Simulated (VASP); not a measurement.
# SnTeS4 (P-3m1) in VASP: notebook

Runs on SnTeS4. Level: PBE. Tasks: relaxation of cell and atoms.

Everything below comes from runs of VASP 6.6.1. Logs are shortened: lines on timing, memory, paths and dates and some standing lists are left out, and cuts for length are marked.

## (1) The structure

The structure is trigonal, space group P-3m1 (No. 164). Conventional cell: a = 3.750 Å, b = 3.750 Å, c = 12.000 Å, α = 90.00°, β = 90.00°, γ = 120.00°. Sn (site symmetry -3m) has 6 S at 2.62 Å as nearest neighbours. Te (site symmetry -3m) is surrounded by 6 S at 2.70 Å. S (site symmetry 3m) has 3 Sn at 2.62 Å as nearest neighbours. S (site symmetry 3m) is surrounded by 3 Te at 2.70 Å.

The cell was built by a generator and needn't be a form met in nature.

## (2) Relaxation of cell and atoms, PBE

The input, INCAR:

```
SYSTEM = SnTeS4
ALGO     = Fast           ! electronic algorithm
EDIFF    = 1E-4           ! SCF threshold, eV
EDIFFG   = -0.08          ! ionic threshold
ENCUT    = 520            ! plane-wave cutoff, eV
GGA      = PE             ! functional
IBRION   = 2              ! ionic algorithm
ISIF     = 3              ! what is computed and relaxed
ISMEAR   = 0              ! smearing method
LASPH    = .True.         ! aspherical terms in the spheres
LCHARG   = .False.        ! write CHGCAR
LREAL    = .False.        ! projectors in reciprocal space
LWAVE    = .False.        ! write WAVECAR
NELM     = 60             ! most SCF steps
NSW      = 24             ! ionic steps
PREC     = Normal         ! precision mode
SIGMA    = 0.15           ! smearing width, eV
```

The input, KPOINTS:

```
k-points
0
Gamma
  4 4 2
  0 0 0
```

The input, POSCAR:

```
SnTeS4
1.0
    3.7500000000      0.0000000000      0.0000000000
   -1.8750000000      3.2475952600      0.0000000000
    0.0000000000      0.0000000000     12.0000000000
Sn Te S
1 1 4
Direct
    0.0000000000      0.0000000000      0.0000000000
    0.0000000000      0.0000000000      0.5000000000
    0.6666666700      0.3333333300      0.8770000000
    0.3333333300      0.6666666700      0.1230000000
    0.6666666700      0.3333333300      0.3650000000
    0.3333333300      0.6666666700      0.6350000000
```

Potentials or basis: VASP PAW PBE potentials, release 64 (Sn_d, Te, S).

Command:

```bash
$ cat potpaw_PBE.64/Sn_d/POTCAR potpaw_PBE.64/Te/POTCAR potpaw_PBE.64/S/POTCAR > POTCAR
$ mpirun -np 1 vasp_std > vasp.out
```

OUTCAR:

```text
SYSTEM = SnTeS4
   EDIFF = 1E-4
   EDIFFG = -0.08
   ENCUT = 520
   GGA = PE
   IBRION = 2
   ISIF = 3
   ISMEAR = 0
   LASPH = .True.
   LREAL = .False.
   NELM = 60
   NSW = 24
   PREC = Normal

 ion  position               nearest neighbor table
   1  0.000  0.000  0.000-   3 2.62   4 2.62   4 2.62   3 2.62   3 2.62   4 2.62
   2  0.000  0.000  0.500-   5 2.70   6 2.70   6 2.70   5 2.70   5 2.70   6 2.70
   3  0.667  0.333  0.877-   1 2.62   1 2.62   1 2.62
   4  0.333  0.667  0.123-   1 2.62   1 2.62   1 2.62
   5  0.667  0.333  0.365-   2 2.70   2 2.70   2 2.70
   6  0.333  0.667  0.635-   2 2.70   2 2.70   2 2.70

  LATTYP: Found a hexagonal cell.
 ALAT       =     3.7500000000
 C/A-ratio  =     3.2000000000

  Lattice vectors:

 A1 = (   3.7500000000,   0.0000000000,   0.0000000000)
 A2 = (  -1.8750000000,   3.2475952600,   0.0000000000)
 A3 = (   0.0000000000,   0.0000000000,  12.0000000000)

Analysis of symmetry for initial positions (statically):
=====================================================================
 Subroutine PRICEL returns:
 Original cell was already a primitive cell.

 Routine SETGRP: Setting up the symmetry group for a
 hexagonal supercell.

 Subroutine GETGRP returns: Found 12 space group operations
 (whereof 12 operations were pure point group operations)
 out of a pool of 24 trial point group operations.

The static configuration has the point symmetry D_3d.

Analysis of symmetry for dynamics (positions and initial velocities):
=====================================================================
 Subroutine PRICEL returns:
 Original cell was already a primitive cell.

 Routine SETGRP: Setting up the symmetry group for a
 hexagonal supercell.

 Subroutine GETGRP returns: Found 12 space group operations
 (whereof 12 operations were pure point group operations)
 out of a pool of 24 trial point group operations.

The dynamic configuration has the point symmetry D_3d.

 Subroutine INISYM returns: Found 12 space group operations
 (whereof 12 operations are pure point group operations),
 and found     1 'primitive' translations

----------------------------------------------------------------------------------------

                                     Primitive cell

  volume of cell :     146.1418

  direct lattice vectors                    reciprocal lattice vectors
     3.750000000  0.000000000  0.000000000     0.266666667  0.153960072  0.000000000
    -1.875000000  3.247595260  0.000000000     0.000000000  0.307920144  0.000000000
     0.000000000  0.000000000 12.000000000     0.000000000  0.000000000  0.083333333

  length of vectors
[... 68 lines left out ...]
   LNONCOLLINEAR =      F non collinear calculations
   LSORBIT =      F    spin-orbit coupling
   LASPH  =      T    aspherical Exc in radial PAW
   ENCUT  =  520.0 eV  38.22 Ry    6.18 a.u.   6.97  6.97 22.31*2*pi/ulx,y,z
   NELM   =     60;   NELMIN=  2; NELMDL= -5     # of ELM steps
   EDIFF  = 0.1E-03   stopping-criterion for ELM
   LREAL  =      F    real-space projection
   EDIFFG = -.8E-01   stopping-criterion for IOM
   NSW    =     24    number of steps for IOM
   IBRION =      2    ionic relax: 0-MD 1-quasi-New 2-CG
   NFREE  =      1    steps in history (QN), initial steepest desc. (CG)
   ISIF   =      3    stress and relaxation
   ISYM   =      2    0-nonsym 1-usesym 2-fastsym
   POTIM  = 0.5000    time-step for ionic-motion
   TEBEG  =    0.0;   TEEND  =   0.0 temperature during run
   PSTRESS=    0.0 pullay stress
   NELECT =      44.0000    total number of electrons
   NUPDOWN=      -1.0000    fix difference up-down
   EMIN   =  10.00;   EMAX   =-10.00  energy-range for DOS
   EFERMI =   0.00;   METHOD = LEGACY
   ISMEAR =     0;   SIGMA  =   0.15  broadening in eV -4-tet -1-fermi 0-gaus
   EFERMI_NEDOS =   21; number of points for ismear=-14 and -15
   IALGO  =     68    algorithm
   IMIX   =      4    mixing-type and parameters
     AMIX     =   0.40;   BMIX     =  1.00
     AMIX_MAG =   1.60;   BMIX_MAG =  1.00
  volume/ion in A,a.u.               =      24.36       164.37
  Fermi-wavevector in a.u.,A,eV,Ry     =   1.097238  2.073480 16.380485  1.203932
  Thomas-Fermi vector in A             =   2.233595
   LORBIT       =      0    0 simple, 1 ext, 2 COOP (PROOUT), +10 PAW based schemes
   GGA     = PE    functional components
   LHFCALC =     F    Hartree Fock is set to
   AEXX    =    0.0000 exact exchange contribution
   IVDW    =     0    specifies the selected vdW correction
   LEPSILON=     F    determine dielectric tensor
   LRPA    =     F    only Hartree local field effects (RPA)
 conjugate gradient relaxation of ions
 non-spin polarized calculation
 RMM-DIIS sequential band-by-band and
 Gauss-broadening in eV      SIGMA  =   0.15
  energy-cutoff  :      520.00
  volume of cell :      146.14
 maximum number of plane-waves:      3962
   NGX = 13   NGY = 13   NGZ = 45

--------------------------------------- Ionic step        1  -------------------------------------------

 number of electron      43.9999971 magnetization

 Free energy of the ion-electron system (eV)
  ---------------------------------------------------
  ext. energy  EPLUGINS =         0.00000000
  ---------------------------------------------------
  free energy    TOTEN  =       -24.18232754 eV

  energy without entropy =      -24.18226530  energy(sigma->0) =      -24.18229642

------------------------ aborting loop because EDIFF is reached ----------------------------------------

  FORCE on cell =-STRESS in cart. coord.  units (eV):
  Direction    XX          YY          ZZ          XY          YZ          ZX
  --------------------------------------------------------------------------------------
  -------------------------------------------------------------------------------------
  Total        0.1599563      0.1599563     -0.7776457     -0.0000000      0.0000000      0.0000000
  in kB        1.7536282      1.7536282     -8.5254629     -0.0000000      0.0000000      0.0000000
  external PRESSURE =      -1.6727355 kB  Pullay stress =       0.0000000 kB
[... 107 lines left out ...]
--------------------------------------- Ionic step        4  -------------------------------------------

 number of electron      43.9999971 magnetization

 Free energy of the ion-electron system (eV)
  ---------------------------------------------------
  ext. energy  EPLUGINS =         0.00000000
  ---------------------------------------------------
  free energy    TOTEN  =       -24.20335064 eV

  energy without entropy =      -24.20332457  energy(sigma->0) =      -24.20333760

 E-fermi :   4.8520     XC(G=0):  -9.2583

 val. band max:        4.4639961118   @ k =   0.0000   0.0000   0.5000
 cond. band min:       5.2289596291   @ k =   0.0000   0.0000   0.5000
 fundamental gap:      0.7649635173
 Fermi energy:         4.8520489066

 k-point     1 :       0.0000    0.0000    0.0000
  band No.  band energies     occupation
      1     -16.9102      2.00000
      2     -16.9102      2.00000
      3     -16.8958      2.00000
      4     -16.8677      2.00000
      5     -16.8677      2.00000
      6     -10.4070      2.00000
[... 254 lines left out ...]
  FREE ENERGIE OF THE ION-ELECTRON SYSTEM (eV)
  ---------------------------------------------------
  free  energy   TOTEN  =       -24.2033506369 eV

  energy  without entropy=      -24.2033245650  energy(sigma->0) =      -24.20333760

 reached required accuracy - stopping structural energy minimisation
```

CONTCAR:

```text
SnTeS4
   1.00000000000000
     3.7784277237985204   -0.0000000000000000    0.0000000000000000
    -1.8892138618992602    3.2722143908857286    0.0000000000000000
     0.0000000000000000    0.0000000000000000   11.9351746708482249
  Sn              Te              S
     1     1     4
Direct
     1.0000000000000000    0.0000000000000000    0.0000000000000000
     1.0000000000000000    0.0000000000000000    0.5000000000000000
     0.6666666699999979    0.3333333300000021    0.8783743047570238
     0.3333333300000021    0.6666666699999979    0.1216256952429761
     0.6666666699999979    0.3333333300000021    0.3680930305532868
     0.3333333300000021    0.6666666699999979    0.6319069694467132

  0.00000000E+00  0.00000000E+00  0.00000000E+00
  0.00000000E+00  0.00000000E+00  0.00000000E+00
  0.00000000E+00  0.00000000E+00  0.00000000E+00
  0.00000000E+00  0.00000000E+00  0.00000000E+00
  0.00000000E+00  0.00000000E+00  0.00000000E+00
  0.00000000E+00  0.00000000E+00  0.00000000E+00
```

Run time: 43 s. Hardware: 1 thread of Intel Xeon Platinum 8488C (Sapphire Rapids), shared host; peak memory 0.21 GiB.

Results:

| Property | Result |
| --- | --- |
| Free energy | -24.2034 eV |
| Relaxed volume | 24.59 Å³/atom |
| Relaxed cell | a = 3.778 Å, b = 3.778 Å, c = 11.935 Å, α = 90.00°, β = 90.00°, γ = 120.00° |
| Space group after relaxing (to 0.05 Å) | P-3m1 (No. 164) |
| Energy gained by relaxing | 3.5 meV/atom |
| Ionic steps | 4 |
| Pressure after relaxing | -0.1 GPa |
| Largest force after relaxing | 0.078 eV/Å |
| Band gap on the k mesh | 0.76 eV, direct |

Forces on the atoms (eV/Å):
```
Sn   0.000  0.000  0.000
Te   0.000  0.000  0.000
S    0.000  0.000  0.066
S    0.000  0.000 -0.066
S    0.000  0.000  0.078
S    0.000  0.000 -0.078
```

Step by step:
```
step  energy change (eV)  largest force (eV/Å)  pressure (GPa)  volume (Å³)
   1              0.0000                0.3752           -0.17       146.14
   2             -0.0140                0.1573            0.48       145.60
   3             -0.0148                0.0796            0.71       145.44
   4             -0.0210                0.0780           -0.08       147.56
```

Final structure:
```
Sn Te S
1.0
     3.77843    0.00000    0.00000
    -1.88921    3.27221    0.00000
     0.00000    0.00000   11.93517
Sn Te S
1 1 4
Direct
  0.00000 0.00000 0.00000
  0.00000 0.00000 0.50000
  0.66667 0.33333 0.87837
  0.33333 0.66667 0.12163
  0.66667 0.33333 0.36809
  0.33333 0.66667 0.63191
```

Levels at points of the mesh, in eV from the valence-band top:
| k point | band 18 | band 19 | band 20 | band 21 | band 22 | band 23 | band 24 | band 25 | band 26 |
| --- | --- | --- | --- | --- | --- | --- | --- | --- | --- |
| (0.00, 0.00, 0.00) | -1.07 | -0.86 | -0.86 | -0.76 | -0.63 | 1.01 | 1.64 | 1.81 | 1.81 |
| (0.50, 0.00, 0.00) | -1.75 | -1.44 | -1.28 | -0.85 | -0.54 | 1.01 | 2.16 | 3.01 | 3.25 |
| (0.00, 0.00, 0.50) | -1.03 | -1.03 | -0.89 | -0.89 | 0.00 | 0.76 | 1.74 | 1.82 | 1.82 |
| (0.50, 0.00, 0.50) | -1.51 | -1.19 | -1.08 | -0.93 | -0.92 | 0.78 | 2.27 | 3.04 | 3.55 |

Caveat: the k mesh is coarse (spacing up to 0.48 Å⁻¹), so the values aren't converged; spin-orbit coupling is left out, which moves the levels of the heavy elements; this functional lacks dispersion, which binds the layers, so the pressure and a relaxed spacing across them are unreliable; the relaxation stopped at a loose force limit of 0.08 eV/Å, so its end isn't a converged minimum.

## (3) Relaxation of cell and atoms, PBE

This run uses another cell than the first one, of 23.41 Å³/atom, 0.961 times its volume.

INCAR is that of step 2.

The input, KPOINTS:

```
k-points
0
Gamma
  3 4 2
  0 0 0
```

The input, POSCAR:

```
SnTeS4
1.0
    6.1271119700      0.0000000000      0.0000000000
    0.0000000000      3.3239040500      0.0000000000
   -0.0073913200      0.0000000000      6.8972470800
Sn Te S
1 1 4
Direct
    0.5000000000      0.5000000000      0.5000000000
    0.0000000000      0.0000000000      0.0000000000
    0.3030270000      0.5000000000      0.1337669900
    0.6969730000      0.5000000000      0.8662330100
    0.8222870200      0.0000000000      0.3479250100
    0.1777129800      0.0000000000      0.6520749900
```

Potentials or basis: VASP PAW PBE potentials, release 64 (Sn_d, Te, S).

Command:

```bash
$ cat potpaw_PBE.64/Sn_d/POTCAR potpaw_PBE.64/Te/POTCAR potpaw_PBE.64/S/POTCAR > POTCAR
$ mpirun -np 1 vasp_std > vasp.out
```

Wall time 4.1 min (1 thread of Intel Xeon Platinum 8488C (Sapphire Rapids), shared host); peak memory 0.2 GiB.

Results (log left out):

```
Free energy                            : -23.2611 eV
Relaxed volume                         : 24.45 Å³/atom
Relaxed cell                           : a = 5.936 Å, b = 3.852 Å, c = 6.414 Å, α = 90.00°, β = 89.50°, γ = 90.00°
Space group after relaxing (to 0.05 Å) : P2/m (No. 10)
Energy gained by relaxing              : 267.5 meV/atom
Ionic steps                            : 22
Pressure after relaxing                : 0.1 GPa
Largest force after relaxing           : 0.060 eV/Å
Band gap on the k mesh                 : 0.15 eV, indirect (least direct gap 0.42 eV)
```

Forces on the atoms (eV/Å):
```
Sn   0.000  0.000  0.000
Te   0.000  0.000  0.000
S   -0.018  0.000 -0.001
S    0.018  0.000  0.001
S   -0.053  0.000  0.029
S    0.053  0.000 -0.029
```

Stress tensor (GPa, compression positive):
```
 0.11  0.00 -0.15
 0.00  0.10  0.00
-0.15  0.00  0.16
```

The path:
```tsv
step	energy change (eV)	largest force (eV/Å)	pressure (GPa)	volume (Å³)
1	0.0000	0.7035	1.52	140.47
2	-0.5667	1.1522	-0.42	144.74
3	-0.8135	0.6837	-2.76	154.75
4	-0.9085	0.8575	-2.30	152.01
5	-0.9118	0.9453	-2.01	150.56
6	-1.1004	1.0195	0.18	143.56
7	-1.1126	0.9588	2.55	138.91
8	-1.1201	1.0019	1.71	140.48
9	-1.2569	0.6571	1.70	140.27
10	-1.2945	0.4902	2.14	140.08
11	-1.4261	0.3565	-0.46	145.09
12	-1.4546	0.3541	-1.19	147.66
13	-1.4454	0.4425	-3.04	152.85
14	-1.4611	0.3687	-1.83	149.45
15	-1.5457	0.2788	-0.58	146.88
16	-1.5595	0.2501	0.46	145.25
17	-1.5807	0.1943	0.06	146.01
18	-1.5940	0.2017	-0.43	147.18
19	-1.6024	0.0956	0.45	145.70
20	-1.6024	0.1133	0.31	145.81
21	-1.6024	0.0855	0.27	145.76
22	-1.6052	0.0600	0.12	146.68
```

Final structure:
```cif
data_structure
_symmetry_space_group_name_H-M 'P 1'
_symmetry_Int_Tables_number 1
_cell_length_a 5.9359
_cell_length_b 3.8524
_cell_length_c 6.4144
_cell_angle_alpha 90.000
_cell_angle_beta 89.503
_cell_angle_gamma 90.000
_cell_volume 146.68
loop_
_atom_site_label
_atom_site_type_symbol
_atom_site_fract_x
_atom_site_fract_y
_atom_site_fract_z
_atom_site_occupancy
Sn1 Sn 0.50000 0.50000 0.50000 1
Te1 Te 0.00000 0.00000 0.00000 1
S1 S 0.26307 0.50000 0.14707 1
S2 S 0.73693 0.50000 0.85293 1
S3 S 0.74590 0.00000 0.35884 1
S4 S 0.25410 0.00000 0.64116 1
```

Levels at points of the mesh, in eV from the valence-band top:
```tsv
k point	band 20	band 21	band 22	band 23	band 24	band 25
(0.00, 0.00, 0.00)	-0.74	-0.42	-0.26	0.88	1.00	1.82
(0.00, 0.50, 0.00)	-1.11	-0.89	-0.88	0.94	2.43	3.64
(0.00, 0.00, 0.50)	-1.18	-1.10	-0.30	0.77	1.90	2.26
(0.00, 0.50, 0.50)	-1.31	-0.84	-0.03	0.68	1.08	1.65
```

Caveat: the k mesh is coarse (spacing up to 0.47 Å⁻¹), so the values aren't converged; spin-orbit coupling is left out, which moves the levels of the heavy elements; an odd mesh through Γ misses points on the zone boundary, where band edges often lie; the relaxation stopped at a loose force limit of 0.08 eV/Å, so its end isn't a converged minimum.
